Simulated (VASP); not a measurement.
Runs of VASP 6.6.1 on HfGe. Symmetry: P-6m2, No. 187, hexagonal system. Conventional cell: a = 3.934 Å, b = 3.934 Å, c = 3.510 Å, α = 90.00°, β = 90.00°, γ = 120.00°. Hf (site symmetry -6m2) is surrounded by 3 Ge at 2.27 Å. Ge (site symmetry -6m2) has 3 Hf at 2.27 Å as nearest neighbours. The cell was built by a generator and needn't be a form met in nature.

| task | level | cell | k mesh | cutoff (eV) | smearing | grid for exact exchange (PRECFOCK) | mesh quality | gap on the mesh (eV) | pressure (GPa) | relaxed volume (Å³/atom) |
| --- | --- | --- | --- | --- | --- | --- | --- | --- | --- | --- |
| relaxation of cell and atoms | PBE | relaxed | 8 × 8 × 8 | 600 | gaussian 0.05 eV | - | not flagged | none | 0.0 | (a) |
| single point | HSE03 | as given | 4 × 4 × 4 | 520 | gaussian 0.05 eV | Fast | coarse | none | 37.0 | - |
| single point | PBE | as given | 8 × 8 × 8 | 520 | fermi-dirac 0.05 eV | - | not flagged | none | 37.0 | - |
| relaxation of cell and atoms | RPBE | relaxed | 8 × 8 × 8 | 600 | gaussian 0.05 eV | - | not flagged | 0.08 | 0.0 | 28.18 |

Alike in all rows: potentials or basis VASP PAW PBE potentials, release 64 (Hf_pv, Ge_d); no spin polarisation.

Task: Fill in the values left out.

Result: (a) 27.30.

Caveats: some runs use coarse meshes; the volume moved by over 15 % at a fixed basis, so the end points are rough (some runs); a pressure of tens of GPa on the cell as given is suspect, and the run, the potentials or the cell itself is likely at fault (some runs); the PAW data sets were made with another functional, which shifts forces and pressure a little (some runs); spin-orbit coupling is left out, which moves the levels of the heavy elements (some runs).

A k mesh can miss the band edges, and the runs leave out spin-orbit coupling on Ge, Hf.

A gap of «none» marks a metal or a gap under the smearing width.

Not every run made on this cell is shown here.
